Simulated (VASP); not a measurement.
Output of a VASP run:

OSZICAR:
```
       N       E                     dE             d eps       ncg     rms          rms(c)
DAV:   1     0.212450045410E+02    0.21245E+02   -0.45890E+03  5348   0.132E+03
DAV:   2    -0.687597554377E+01   -0.28121E+02   -0.27120E+02  5292   0.160E+02
DAV:   3    -0.725409576420E+01   -0.37812E+00   -0.37655E+00  6113   0.250E+01
DAV:   4    -0.725803658585E+01   -0.39408E-02   -0.39404E-02  5988   0.225E+00
DAV:   5    -0.725814917967E+01   -0.11259E-03   -0.11259E-03  6067   0.322E-01    0.101E+01
DAV:   6    -0.655783194268E+01    0.70032E+00   -0.22425E+01  5443   0.752E+01    0.703E+00
DAV:   7    -0.606654832338E+01    0.49128E+00   -0.42158E+00  5501   0.302E+01    0.163E+00
DAV:   8    -0.605289594591E+01    0.13652E-01   -0.18986E-02  7510   0.152E+00    0.856E-01
DAV:   9    -0.604997544090E+01    0.29205E-02   -0.22392E-03  7633   0.443E-01    0.255E-01
DAV:  10    -0.604913364986E+01    0.84179E-03   -0.98352E-04  7477   0.269E-01    0.454E-02
DAV:  11    -0.604912057858E+01    0.13071E-04   -0.11712E-04  6678   0.132E-01    0.295E-02
DAV:  12    -0.604912080142E+01   -0.22284E-06   -0.28172E-06  5877   0.235E-02    0.173E-02
DAV:  13    -0.604912117246E+01   -0.37104E-06   -0.60587E-07  5615   0.105E-02    0.758E-03
DAV:  14    -0.604912098800E+01    0.18446E-06   -0.24740E-07  2859   0.709E-03    0.102E-03
DAV:  15    -0.604912094478E+01    0.43222E-07   -0.14292E-08  2670   0.150E-03
   1 F= -.60491209E+01 E0= -.60492943E+01  d E =0.520042E-03  mag=     0.6102
```

OUTCAR:
```
------------------------ aborting loop because EDIFF is reached ----------------------------------------
  FORCE on cell =-STRESS in cart. coord.  units (eV):
  Direction    XX          YY          ZZ          XY          YZ          ZX
  --------------------------------------------------------------------------------------
  Total       -1.4385341     -1.4385341     -1.4385341     -0.0000000     -0.0000000      0.0000000
  in kB     -198.2694735   -198.2694735   -198.2694735     -0.0000000     -0.0000000      0.0000000
  external PRESSURE =    -198.2694735 kB  Pullay stress =       0.0000000 kB
  volume of cell :       11.62
      direct lattice vectors                 reciprocal lattice vectors
     0.000000000  1.797966629  1.797966629    -0.278091925  0.278091925  0.278091925
     1.797966629  0.000000000  1.797966629     0.278091925 -0.278091925  0.278091925
     1.797966629  1.797966629  0.000000000     0.278091925  0.278091925 -0.278091925
 POSITION                                       TOTAL-FORCE (eV/Angst)
 -----------------------------------------------------------------------------------
      0.00000      0.00000      0.00000         0.000000      0.000000      0.000000
 -----------------------------------------------------------------------------------
    total drift:                                0.000000     -0.000000      0.000000
  FREE ENERGIE OF THE ION-ELECTRON SYSTEM (eV)
  ---------------------------------------------------
  free  energy   TOTEN  =        -6.0491209448 eV

  energy  without entropy=       -6.0496409868  energy(sigma->0) =       -6.04929429

 total charge

# of ion       s       p       d       tot
------------------------------------------
    1        0.472   0.446   8.285   9.202

 magnetization (x)

# of ion       s       p       d       tot
------------------------------------------
    1       -0.007  -0.023   0.657   0.626
```
(Selected blocks of OUTCAR.)

File POSCAR:
```
Ni
1
    0.0000000000     1.7979666288     1.7979666288
    1.7979666288     0.0000000000     1.7979666288
    1.7979666288     1.7979666288     0.0000000000
Ni
1
Direct
  0.0000000000   0.0000000000   0.0000000000
```

Q: Reconstruct the remaining input files.

A: This is not unique; one that fits is the input of the run itself, PBEsol GGA, plane waves, VASP's PBE PAW potentials (set 64).

### KPOINTS
```
Automatic mesh
0
Gamma
16 16 16
0 0 0
```

INCAR:
```
ALGO = Normal
EDIFF = 1E-7
ENCUT = 480
GGA = PS
ISIF = 2
ISMEAR = 1
ISPIN = 2
LASPH = T
LCHARG = F
LMAXMIX = 4
LORBIT = 10
LREAL = F
LWAVE = F
MAGMOM = 0.6
NELM = 100
PREC = Accurate
SIGMA = 0.1
SYSTEM = Ni
```

POTCAR, in this order: Ni (PBE.64 set). Program: vasp_std.

The compound is Ni in the fcc structure. This cell was strained or had an atom moved on purpose.
